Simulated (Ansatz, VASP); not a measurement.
## One calculation of NaMgF3, two programs

File INCAR:

```
SYSTEM = NaMgF3
PREC = Accurate ; ENCUT = 520
EDIFF = 1E-6 ; ISMEAR = 0
SIGMA = 0.05 ; LREAL = .False.
LASPH = .True. ; NELM = 100
ALGO = Normal ; ISIF = 2
LWAVE = .False. ; LCHARG = .False.
GGA = CA ; NBANDS = 23
```

File KPOINTS:

```
Automatic mesh
0
Gamma
  6 6 6
  0 0 0
```

The input POSCAR:

```
NaMgF3
1.0
    4.0989954625      0.0000000000      0.0000000000
    0.0000000000      3.8026825375      0.0000000000
    0.0000000000      0.0000000000      3.9508390000
Na Mg F
1 1 3
Direct
    0.0000000000      0.0000000000      0.0000000000
    0.5000000000      0.5000000000      0.5000000000
    0.5000000000      0.5000000000      0.0000000000
    0.5000000000      0.0000000000      0.5000000000
    0.0000000000      0.5000000000      0.5000000000
```

Input for Ansatz:

```yaml
crystal:
  lattice:
    - [4.0989954625, 0.0, 0.0]
    - [0.0, 3.8026825375, 0.0]
    - [0.0, 0.0, 3.950839]
  atoms:
    - { symbol: Na, position: [0.0, 0.0, 0.0] }
    - { symbol: Mg, position: [0.5, 0.5, 0.5] }
    - { symbol: F, position: [0.5, 0.5, 0.0] }
    - { symbol: F, position: [0.5, 0.0, 0.5] }
    - { symbol: F, position: [0.0, 0.5, 0.5] }
basis:
  ecutwfc: 420
kpoints:
  mp_grid: { grid: [6, 6, 6] }
hamiltonian:
  xc: lda
scf:
  occupations: { method: gaussian, width: 0.05 }
output:
  forces: true
  stress: true
  eigenvalues: true
```

Change from the starting cell: strain +0.0375 x Voigt [1, -1, 0, 0, 0, 0], atoms carried along.

Alike in both runs: task single point; functional LDA; k mesh 6 × 6 × 6; occupations gaussian, width 0.05 eV; no spin polarisation.

```csv
,VASP,Ansatz
version,VASP 6.6.1,Ansatz 0.2.0
potentials or method,"VASP PAW LDA potentials, release 64 (Na_pv, Mg, F)","scalar-relativistic, plane waves, PAW"
plane-wave cutoff (eV),520,420
valence electrons in the cell,30,40
```

Ansatz gave:

| Quantity | Value |
| --- | --- |
| gap on the k mesh at the Fermi level (eV) | 5.59 |
| least direct gap on the mesh (eV) | 6.05 |
| pressure (GPa) | -5.9 |
| largest component of the traceless stress (GPa) | 3.96 |

Question: What did VASP give for the same quantities?

Answer: gap on the k mesh at the Fermi level (eV): 5.56; least direct gap on the mesh (eV): 6.03; pressure (GPa): -6.8; largest component of the traceless stress (GPa): 3.93.

The two sets of potentials don't hold the same shells in valence.

A k mesh can miss the band edges.
